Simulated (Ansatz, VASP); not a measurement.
# Fe in two plane-wave programs, part 2 of 2

One calculation is typed for both programs; each brings its own data sets and cutoff. How far apart do they land? The cell is a member of a volume series, scaled by 1.015 from a relaxed one, so a pressure remains.

VASP 6.6.1 and Ansatz 0.2.0.

So far. Step 3 (Ansatz: single point, PBEsol, volume scaled by 1.015): The run ends at a pressure of -3.20 GPa.

## Step 5: VASP: single point, LDA, volume scaled by 1.015

Level of this step: LDA, spin-polarised from a ferromagnetic start (one magnetic atom a cell); plane waves and PAW (Fe) (VASP).

A single point gives forces, pressure and levels at one fixed geometry, so differences don't come from the geometry; what else differs is listed under the comparison. The cell compared in this pair holds 10.61 Å³, against 11.02 Å³ for the pair before.

The input asks for a relaxation, which ended at its first step since no free force or stress exceeded the threshold; so it serves as a single point.

Contents of INCAR:

```
SYSTEM = Fe
PREC = Accurate
ENCUT = 450
EDIFF = 1E-06
NELM = 100
ISMEAR = 1
SIGMA = 0.1
LREAL = .FALSE.
ALGO = Normal
GGA = CA
NBANDS = 10
ISPIN = 2
MAGMOM = 3
LMAXMIX = 4
LORBIT = 11
LWAVE = .FALSE.
LCHARG = .FALSE.
KPAR = 2
IBRION = 2
NSW = 30
ISIF = 4
EDIFFG = -0.01
```

Contents of POSCAR:

```
Fe
1.0
   -1.3844453401      1.3844453401      1.3844453401
    1.3844453401     -1.3844453401      1.3844453401
    1.3844453401      1.3844453401     -1.3844453401
Fe
1
Direct
    0.0000000000      0.0000000000      0.0000000000
```

Contents of KPOINTS:

```
Automatic mesh
0
Gamma
14 14 14
0 0 0
```

The projector-augmented-wave data sets are Fe (LDA family, release 64).

On the command line:

```sh
> mpirun -np 2 vasp_std
```

Numbers of over 12 decimals in the logs are rounded to 6 here.

Log:

```text
[banner, memory and clock lines left out]
running    2 mpi-ranks, on    1 nodes
[...]
LDA part: xc-table for (Slater(with rela. corr.)+CA(PZ))
 , standard interpolation
 POSCAR, INCAR and KPOINTS ok, starting setup
[...]
entering main loop
       N       E                     dE             d eps       ncg     rms          rms(c)
DAV:   1     0.138654199786E+02    0.13865E+02   -0.37529E+03  4538   0.916E+02
DAV:   2    -0.983373963890E+01   -0.23699E+02   -0.21838E+02  4206   0.124E+02
DAV:   3    -0.102534863669E+02   -0.41975E+00   -0.41804E+00  4598   0.214E+01
DAV:   4    -0.102552652158E+02   -0.17788E-02   -0.17787E-02  4512   0.126E+00
[...]
DAV:  10    -0.921602575432E+01   -0.55656E-03   -0.63392E-05  5584   0.104E-01    0.406E-01
DAV:  11    -0.921690366827E+01   -0.87791E-03   -0.10221E-03  5148   0.418E-01    0.340E-02
DAV:  12    -0.921690274876E+01    0.91951E-06   -0.79348E-06  4372   0.364E-02
   1 F= -.92169027E+01 E0= -.92170318E+01  d E =-.921690E+01  mag=     2.1030
[...]
reached required accuracy - stopping structural energy minimisation
```

OUTCAR, selected parts (step 5):

```text
  Total       -0.2761156     -0.2761156     -0.2761156      0.0000000      0.0000000     -0.0000000
  in kB      -41.6786869    -41.6786869    -41.6786869      0.0000000      0.0000000     -0.0000000
  external PRESSURE =     -41.6786869 kB  Pullay stress =       0.0000000 kB

 POSITION                                       TOTAL-FORCE (eV/Angst)
 -----------------------------------------------------------------------------------
      0.00000      0.00000      0.00000         0.000000      0.000000     -0.000000
 -----------------------------------------------------------------------------------
    total drift:                                0.000000     -0.000000      0.000000

  FREE ENERGIE OF THE ION-ELECTRON SYSTEM (eV)
  ---------------------------------------------------
  free  energy   TOTEN  =        -9.2169027488 eV

  energy  without entropy=       -9.2172899690  energy(sigma->0) =       -9.21703182

 magnetization (x)
# of ion       s       p       d       tot
------------------------------------------
    1       -0.008  -0.026   2.101   2.067

[... 2 parts as in an earlier step ...]

[... 2 further parts left out ...]
[key lines of the parts left out:]
E-fermi :   6.4612
```

## Step 6: Ansatz: single point, LDA, volume scaled by 1.015

The same cell, functional (in two slightly different forms), mesh and smearing now go to Ansatz, which takes its cutoff from its data sets.

The cell is a member of a volume series, scaled by 1.015 from a relaxed one, so a pressure remains.

Contents of input.yaml:

```yaml
crystal:
  lattice:
    - [-1.38444534, 1.38444534, 1.38444534]
    - [1.38444534, -1.38444534, 1.38444534]
    - [1.38444534, 1.38444534, -1.38444534]
  atoms:
    - { symbol: Fe, position: [0.0, 0.0, 0.0], spin: 3.0 }
hamiltonian:
  xc: lda
  pseudopotentials: { kind: paw }
magnetization:
  spin_polarized: true
kpoints:
  mp_grid: { grid: [14, 14, 14] }
scf:
  occupations: { method: methfessel_paxton, width: 0.1 }
  n_extra_bands: 7
output:
  forces: true
  stress: true
  eigenvalues: true
```

On the command line:

```sh
> ansatz run input.yaml --threads 2 --pin off --max-ram 4608MiB --backend cpu --events-out ev --progress --plain --runs-dir out
```

Log:

```text
[...]
Crystal: 1 atoms, lattice volume = 10.614 Å³
Basis set: ecut = 420 eV, 201 PW (Γ)
Bands: 15, of which v1, the nominal top of the filled ones, is band 8 counted from 1 (7 counted from 0)
Symmetry: 48 space group operations
[...]
k-points: 104 of 2744
[...]
Starting moments: Σ|m| = 3 μB on 1 of 1 site
[...]
k-point 1 ↑: bands = [... 4 lower, 10.9519, 17.2427, 17.3020, 17.4361, 18.7613, 18.8333, 43.4724, 44.3486, ... 3 higher]
  k-point 2 ↑: bands = [... 4 lower, 11.5980, 17.0608, 17.2551, 17.8032, 18.6315, 18.8512, 40.9246, 43.4313, ... 3 higher]
  k-point 103 ↓: bands = [... 4 lower, 16.1031, 16.1031, 22.1248, 22.1248, 22.1248, 30.4394, 30.4394, 30.4394, ... 3 higher]
[key lines of the parts left out:]
SCF converged after 11 iterations
Magnetization: 2.1169 μB (9.0584 up, 6.9416 down)
Free energy (F): -4419.936200 eV
Fermi energy:    19.793211 eV
P = ⅓ Tr σ = -3.1735 GPa (-31.735 kbar)
```

The job ended after 1.7 s (2 threads of Arm Neoverse V2, shared host; peak memory 0.28 GiB).

The run ends at a pressure of -3.17 GPa.

## Step 7: Comparison

What differs besides the data sets and the points named for the pairs above, as far as they apply: the two LDA forms differ slightly; VASP's log shows a relativistic correction to its local exchange, Ansatz's none. Total energies have different zeros and are not compared.

Both answers:

```csv
quantity,Ansatz,VASP,difference
pressure (GPa),-3.17,-4.17,+0.99
pressure without Ansatz's Pulay correction (GPa),-3.37,-4.17,+0.80
total moment (μB),2.12,2.10,+0.01
moment on Fe1 (μB),2.11,2.07,+0.04
```

Ansatz's pressure holds a Pulay correction of 0.20 GPa; VASP's holds none.

## Step 8: VASP: single point, PBEsol with D3(BJ), volume scaled by 1.015

With cell and atoms fixed, the geometry can't cause a difference; cores, projectors, grids and the points listed under the comparison can. The cell compared in this pair holds 10.79 Å³, against 10.61 Å³ for the pair before.

The input asks for a relaxation, which ended at its first step since no free force or stress exceeded the threshold; so it serves as a single point.

Edit INCAR of step 5 so:

```diff
@@ -9,3 +9,4 @@
 ALGO = Normal
-GGA = CA
+GGA = PS
+IVDW = 12
 NBANDS = 10
```

Contents of POSCAR:

```
Fe
1.0
   -1.3918468499      1.3918468499      1.3918468499
    1.3918468499     -1.3918468499      1.3918468499
    1.3918468499      1.3918468499     -1.3918468499
Fe
1
Direct
    0.0000000000      0.0000000000      0.0000000000
```

KPOINTS is that of step 5.

PAW data sets: Fe (PBE family, release 64).

On the command line:

```sh
> mpirun -np 2 vasp_std
```

Log:

```text
[banner, memory and clock lines left out]
running    2 mpi-ranks, on    1 nodes
[...]
[... a notice as in an earlier step ...]

 LDA part: xc-table for (Slater+PW92), standard interpolation
 POSCAR, INCAR and KPOINTS ok, starting setup
[...]
entering main loop
       N       E                     dE             d eps       ncg     rms          rms(c)
DAV:   1     0.151281815403E+02    0.15128E+02   -0.37877E+03  4428   0.900E+02
DAV:   2    -0.954180679271E+01   -0.24670E+02   -0.22917E+02  4220   0.125E+02
DAV:   3    -0.995413772309E+01   -0.41233E+00   -0.41142E+00  4692   0.207E+01
DAV:   4    -0.995577897300E+01   -0.16412E-02   -0.16411E-02  4462   0.119E+00
[...]
DAV:  12    -0.891615491153E+01   -0.38923E-05   -0.17523E-06  4130   0.205E-02    0.169E-02
DAV:  13    -0.891615370321E+01    0.12083E-05   -0.14153E-06  3200   0.143E-02    0.709E-03
DAV:  14    -0.891615335867E+01    0.34454E-06   -0.11403E-07  2116   0.491E-03
   1 F= -.92658119E+01 E0= -.92660317E+01  d E =-.926581E+01  mag=     2.1612
[...]
reached required accuracy - stopping structural energy minimisation
```

OUTCAR, selected parts (step 8):

```text
 Edisp (eV)   -0.34966

  Total      -0.25185    -0.25185    -0.25185     0.00000    -0.00000    -0.00000
  in kB     -37.41336   -37.41336   -37.41336     0.00000    -0.00000    -0.00000
  external pressure =      -37.41 kB  Pullay stress =        0.00 kB

 POSITION                                       TOTAL-FORCE (eV/Angst)
 -----------------------------------------------------------------------------------
      0.00000      0.00000      0.00000        -0.000000      0.000000     -0.000000
 -----------------------------------------------------------------------------------
    total drift:                                0.000000     -0.000000      0.000000

  FREE ENERGIE OF THE ION-ELECTRON SYSTEM (eV)
  ---------------------------------------------------
  free  energy   TOTEN  =        -9.2658119045 eV

  energy  without entropy=       -9.2664711495  energy(sigma->0) =       -9.26603165

 magnetization (x)
# of ion       s       p       d       tot
------------------------------------------
    1       -0.012  -0.042   2.192   2.138

[... 2 parts as in an earlier step ...]

[... 2 further parts left out ...]
[key lines of the parts left out:]
E-fermi :   6.2143
```

## Step 9: Ansatz: single point, PBEsol with D3(BJ), volume scaled by 1.015

The same cell, functional, mesh and smearing now go to Ansatz, which takes its cutoff from its data sets.

The cell is a member of a volume series, scaled by 1.015 from a relaxed one, so a pressure remains.

input.yaml, the sections that differ from step 6:

```yaml
crystal:
  lattice:
    - [-1.39184685, 1.39184685, 1.39184685]
    - [1.39184685, -1.39184685, 1.39184685]
    - [1.39184685, 1.39184685, -1.39184685]
  atoms:
    - { symbol: Fe, position: [0.0, 0.0, 0.0], spin: 3.0 }
hamiltonian:
  xc: pbesol
  pseudopotentials: { kind: paw }
  dispersion: d3bj
# magnetization, kpoints, scf, output: as in step 6
```

On the command line:

```sh
> ansatz run input.yaml --threads 2 --pin off --max-ram 4608MiB --backend cpu --events-out ev --progress --plain --runs-dir out
```

Log:

```text
[...]
Crystal: 1 atoms, lattice volume = 10.785 Å³
Basis set: ecut = 420 eV, 201 PW (Γ), exchange–correlation on 36×36×36 points (8 copies of the dense FFT grid, shifted against one another)
Bands: 15, of which v1, the nominal top of the filled ones, is band 8 counted from 1 (7 counted from 0)
Symmetry: 48 space group operations
[...]
k-point 1 ↑: bands = [... 4 lower, 10.8845, 17.1134, 17.1709, 17.3013, 18.5022, 18.5712, 43.1558, 44.0444, ... 3 higher]
  k-point 2 ↑: bands = [... 4 lower, 11.5229, 16.9370, 17.1223, 17.6579, 18.3813, 18.5886, 40.5853, 43.1100, ... 3 higher]
  k-point 103 ↓: bands = [... 4 lower, 16.1354, 16.1354, 21.9942, 21.9942, 21.9942, 30.0712, 30.0712, 30.0712, ... 3 higher]
[key lines of the parts left out:]
SCF converged after 12 iterations
Magnetization: 2.1404 μB (9.0702 up, 6.9298 down)
Free energy (F): -4449.198267 eV
Fermi energy:    19.596554 eV
P = ⅓ Tr σ = -3.5666 GPa (-35.666 kbar)
```

It took 1.9 s on 2 threads; peak memory 0.29 GiB.

The run ends at a pressure of -3.57 GPa.

## Step 10: Comparison

The two programs side by side:

```
                                        quantity  Ansatz   VASP  difference
                                  pressure (GPa)   -3.57  -3.74       +0.17
pressure without Ansatz's Pulay correction (GPa)   -3.68  -3.74       +0.06
                               total moment (μB)    2.14   2.16       -0.02
                              moment on Fe1 (μB)    2.16   2.14       +0.02
```

Ansatz's pressure holds a Pulay correction of 0.11 GPa; VASP's holds none.

## Step 11: Outcome

```json
{
  "difference in total moment (single point, PBEsol, volume scaled by 1.015)": "-0.015 μB",
  "difference in total moment (single point, LDA, volume scaled by 1.015)": "0.014 μB",
  "difference in pressure (single point, LDA, volume scaled by 1.015)": "0.99 GPa",
  "difference in total moment (single point, PBEsol with D3(BJ), volume scaled by 1.015)": "-0.021 μB"
}
```

What this shows: The difference in pressure is 0.99 GPa (single point, LDA, volume scaled by 1.015), at about the 1 GPa picked in this series as the mark of a large difference. 3 further runs of this series are not shown here. Such differences can come from data sets, numerical settings and the points named under the comparisons, not from the functional's error against experiment.

[Lines on the potential files, build, host, timing and source positions are cut from VASP's logs without a mark.]

[Logs are printed without paths, hosts, clocks, repeated set-up lines and the standing remarks that a program may print on its own settings, such as how far it seeks lower states.]

[Hosts, paths, dates, database ids (printed as entryN), source tags and the programs' standing remarks are cut or masked in the printed files.]
